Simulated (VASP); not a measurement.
```
MoSb
1.0
    4.29521     0.00000     0.00000
   -2.14760     3.71976     0.00000
    0.00000     0.00000     5.98647
Mo Sb
2 2
Cartesian
  0.00000   0.00000   0.00000
  0.00000   0.00000   2.99323
  0.00000   2.47984   1.49662
  2.14761   1.23992   4.48985
```

Method: PBE GGA, VASP's PBE PAW potentials (set 64) (plane waves; VASP). Settings: 300 eV cut-off, 5×5×3 Γ-centred mesh, Gaussian smearing of 0.050 eV, potentials Mo_sv Sb.

**Question.** Give the energies of bands 11 to 22 at the high-symmetry points, in eV from the Fermi level.

**Answer.** 
```json
[
 {"band": "11", "Γ": "-4.96", "M": "-5.03", "K": "-4.81", "A": "-2.55", "L": "-4.61", "H": "-4.08"},
 {"band": "12", "Γ": "-3.51", "M": "-3.29", "K": "-3.87", "A": "-2.55", "L": "-4.61", "H": "-4.08"},
 {"band": "13", "Γ": "-3.51", "M": "-3.01", "K": "-3.87", "A": "-2.55", "L": "-2.60", "H": "-3.42"},
 {"band": "14", "Γ": "-2.44", "M": "-2.40", "K": "-2.54", "A": "-2.55", "L": "-2.60", "H": "-3.42"},
 {"band": "15", "Γ": "-1.38", "M": "-2.36", "K": "-2.54", "A": "-2.47", "L": "-2.05", "H": "-2.29"},
 {"band": "16", "Γ": "-1.38", "M": "-2.24", "K": "-1.49", "A": "-2.47", "L": "-2.05", "H": "-2.29"},
 {"band": "17", "Γ": "-0.62", "M": "-1.65", "K": "-1.25", "A": "-0.56", "L": "-0.59", "H": "-0.40"},
 {"band": "18", "Γ": "-0.62", "M": "-0.37", "K": "-0.17", "A": "-0.56", "L": "-0.59", "H": "-0.40"},
 {"band": "19", "Γ": "0.61", "M": "-0.26", "K": "-0.17", "A": "-0.56", "L": "0.07", "H": "-0.38"},
 {"band": "20", "Γ": "0.61", "M": "0.18", "K": "0.43", "A": "-0.56", "L": "0.07", "H": "-0.38"},
 {"band": "21", "Γ": "1.04", "M": "0.57", "K": "0.86", "A": "0.38", "L": "0.14", "H": "0.90"},
 {"band": "22", "Γ": "1.04", "M": "0.80", "K": "0.86", "A": "0.38", "L": "0.14", "H": "0.90"}
]
```

It has no gap at this level: it comes out as a metal or semimetal.

The structure was generated: SbMo was put into an ordered model structure, which need not be its known phase. The cell was not relaxed at this level. The k-mesh is coarse (spacing up to 0.35 per Å, 2π included), so the numbers may not be converged in it.
